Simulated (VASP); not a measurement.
# ZnGaNi4 (F-43m) in VASP: a series of runs, part 2 of 2

VASP 6.6.1.

### 3 Single point, PBEsol

File INCAR:

```
SYSTEM = ZnGaNi4
ALGO     = Normal         ! electronic algorithm
EDIFF    = 1E-6           ! SCF threshold, eV
ENCUT    = 520            ! plane-wave cutoff, eV
GGA      = PS             ! functional
ISIF     = 2              ! what is computed and relaxed
ISMEAR   = -1             ! smearing method
LASPH    = .TRUE.         ! aspherical terms in the spheres
LCHARG   = .FALSE.        ! write CHGCAR
LREAL    = .FALSE.        ! projectors in reciprocal space
LWAVE    = .FALSE.        ! write WAVECAR
NBANDS   = 42             ! bands
NELM     = 60             ! most SCF steps
PREC     = Accurate       ! precision mode
SIGMA    = 0.1            ! smearing width, eV
```

File KPOINTS:

```
k-points
0
G
  8 8 8
  0 0 0
```

File POSCAR:

```
ZnGaNi4
1.0
    0.0000000000      3.4613011900      3.4613011900
    3.4613011900      0.0000000000      3.4613011900
    3.4613011900      3.4613011900      0.0000000000
Ni Ga Zn
4 1 1
Direct
    0.6250000000      0.6250000000      0.6250000000
    0.1250000000      0.6250000000      0.6250000000
    0.6250000000      0.6250000000      0.1250000000
    0.6250000000      0.1250000000      0.6250000000
    0.0000000000      0.0000000000      0.0000000000
    0.2500000000      0.2500000000      0.2500000000
```

Potentials or basis: VASP PAW PBE potentials, release 64 (Ni, Ga_d, Zn).

The run is started by

```bash
$ cat potpaw_PBE.64/Ni/POTCAR potpaw_PBE.64/Ga_d/POTCAR potpaw_PBE.64/Zn/POTCAR > POTCAR
$ mpirun -np 1 vasp_std > vasp.out
```

OUTCAR:

```text
SYSTEM = ZnGaNi4
   EDIFF = 1E-6
   ENCUT = 520
   GGA = PS
   ISIF = 2
   ISMEAR = -1
   LASPH = .TRUE.
   LREAL = .FALSE.
   NELM = 60
   PREC = Accurate

 ion  position               nearest neighbor table
   1  0.625  0.625  0.625-   2 2.45   3 2.45   4 2.45   3 2.45   4 2.45   2 2.45   6 2.87   5 2.87
                             6 2.87   5 2.87   6 2.87   5 2.87
   2  0.125  0.625  0.625-   1 2.45   3 2.45   4 2.45   1 2.45   3 2.45   4 2.45   5 2.87   6 2.87
                             5 2.87   5 2.87   6 2.87   6 2.87
   3  0.625  0.625  0.125-   1 2.45   1 2.45   2 2.45   4 2.45   4 2.45   2 2.45   6 2.87   5 2.87
                             6 2.87   5 2.87   6 2.87   5 2.87
   4  0.625  0.125  0.625-   1 2.45   3 2.45   1 2.45   2 2.45   3 2.45   2 2.45   5 2.87   6 2.87
                             5 2.87   6 2.87   6 2.87   5 2.87
[... 1292 lines left out ...]
  in kB     -179.3875071   -179.3875071   -179.3875071      0.0000000      0.0000000     -0.0000000
  external PRESSURE =    -179.3875071 kB  Pullay stress =       0.0000000 kB

 VOLUME and BASIS-vectors are now :
 -----------------------------------------------------------------------------
  energy-cutoff  :      520.00
  volume of cell :       82.94
      direct lattice vectors                 reciprocal lattice vectors
     0.000000000  3.461301190  3.461301190    -0.144454346  0.144454346  0.144454346
     3.461301190  0.000000000  3.461301190     0.144454346 -0.144454346  0.144454346
     3.461301190  3.461301190  0.000000000     0.144454346  0.144454346 -0.144454346

 POSITION                                       TOTAL-FORCE (eV/Angst)
 -----------------------------------------------------------------------------------
      4.32663      4.32663      4.32663         0.000465      0.000465      0.000465
      4.32663      2.59598      2.59598         0.000465     -0.000465     -0.000465
      2.59598      2.59598      4.32663        -0.000465     -0.000465      0.000465
      2.59598      4.32663      2.59598        -0.000465      0.000465     -0.000465
      0.00000      0.00000      0.00000         0.000000     -0.000000      0.000000
      1.73065      1.73065      1.73065         0.000000      0.000000      0.000000
 -----------------------------------------------------------------------------------
    total drift:                                0.000000      0.000000      0.000001

  FREE ENERGIE OF THE ION-ELECTRON SYSTEM (eV)
  ---------------------------------------------------
  free  energy   TOTEN  =       -29.1367376523 eV

  energy  without entropy=      -28.8807739118  energy(sigma->0) =      -29.00875578
```

OSZICAR:

```text
N       E                     dE             d eps       ncg     rms          rms(c)
DAV:   1     0.472377557897E+03    0.47238E+03   -0.29194E+04  2588   0.244E+03
DAV:   2     0.220327570119E+02   -0.45034E+03   -0.42914E+03  2436   0.478E+02
DAV:   3    -0.318691341472E+02   -0.53902E+02   -0.50906E+02  2484   0.173E+02
DAV:   4    -0.334151355429E+02   -0.15460E+01   -0.15379E+01  2802   0.317E+01
DAV:   5    -0.334457462462E+02   -0.30611E-01   -0.30597E-01  3354   0.385E+00    0.195E+01
DAV:   6    -0.365329496190E+02   -0.30872E+01   -0.54652E+01  2820   0.880E+01    0.249E+01
DAV:   7    -0.290965400068E+02    0.74364E+01   -0.19365E+01  2844   0.802E+01    0.463E+00
DAV:   8    -0.291914202595E+02   -0.94880E-01   -0.25436E+00  2590   0.132E+01    0.211E+00
DAV:   9    -0.291383949694E+02    0.53025E-01   -0.15673E-01  2860   0.459E+00    0.417E-01
DAV:  10    -0.291370396973E+02    0.13553E-02   -0.18271E-02  2918   0.108E+00    0.193E-01
DAV:  11    -0.291368757592E+02    0.16394E-03   -0.20975E-03  2898   0.421E-01    0.123E-01
DAV:  12    -0.291367848064E+02    0.90953E-04   -0.10554E-03  2754   0.352E-01    0.768E-02
DAV:  13    -0.291367384998E+02    0.46307E-04   -0.16950E-04  2792   0.148E-01    0.154E-02
DAV:  14    -0.291367383788E+02    0.12100E-06   -0.12667E-05  3402   0.221E-02    0.783E-03
DAV:  15    -0.291367376523E+02    0.72649E-06   -0.14315E-06  1334   0.138E-02
   1 F= -.29136738E+02 E0= -.29008756E+02  d E =-.255964E+00
```

It took 1.7 min on 1 thread of Intel Xeon Platinum 8259CL at 2.50GHz (Skylake/Cascade Lake), shared host; peak memory 0.26 GiB.

What came out:

- Free energy: -29.1367 eV
- Pressure: -17.9 GPa
- Band gap on the k mesh: none (metal or under the smearing width)

Levels at points of the mesh, in eV from the Fermi level:
```tsv
k point	band 29	band 30	band 31	band 32	band 33	band 34	band 35	band 36	band 37	band 38
(0.00, 0.00, 0.00)	-0.55	0.28	0.28	0.28	0.50	0.50	0.50	2.22	3.41	3.41
(0.50, 0.00, 0.00)	-0.66	-0.56	-0.56	0.28	0.68	0.77	0.77	1.42	3.09	3.09
(0.50, 0.50, 0.00)	-0.64	-0.64	-0.57	-0.56	-0.15	0.22	0.76	0.76	6.88	7.05
```

Caveat: so large a pressure means that the cell lies far from this level's equilibrium, or that cutoff or potentials fall short; the potentials were made for another functional, which shifts forces and pressure.

### 4 Single point, PBEsol

File INCAR:

```
ALGO = Fast
EDIFF = 1E-6
ENCUT = 520
GGA = PS
ISIF = 2
ISMEAR = -1
LASPH = True
LCHARG = False
LREAL = False
LWAVE = False
NBANDS = 42
NELM = 80
PREC = Accurate
SIGMA = 0.1
```

File KPOINTS:

```
k-points
0
Gamma
  5 5 5
```

POSCAR is that of step 3.

The run is started by

```bash
$ cat potpaw_PBE.64/Ni/POTCAR potpaw_PBE.64/Ga_d/POTCAR potpaw_PBE.64/Zn/POTCAR > POTCAR
$ mpirun -np 1 vasp_std > vasp.out
```

Wall time 57 s (1 thread of Intel Xeon Platinum 8259CL at 2.50GHz (Skylake/Cascade Lake), shared host); peak memory 0.21 GiB.

It converged, with:

```
Free energy            : -29.1426 eV
Pressure               : -18.0 GPa
Band gap on the k mesh : none (metal or under the smearing width)
```

Levels at points of the mesh, in eV from the Fermi level:
```
           k point  band 29  band 30  band 31  band 32  band 33  band 34  band 35  band 36
(0.00, 0.00, 0.00)    -0.53     0.30     0.30     0.30     0.51     0.51     0.51     2.23
```

Caveat: so large a pressure means that the cell lies far from this level's equilibrium, or that cutoff or potentials fall short; the potentials were made for another functional, which shifts forces and pressure. Spin polarisation is off, so any magnetic state and its effect on volume and gap are missing.
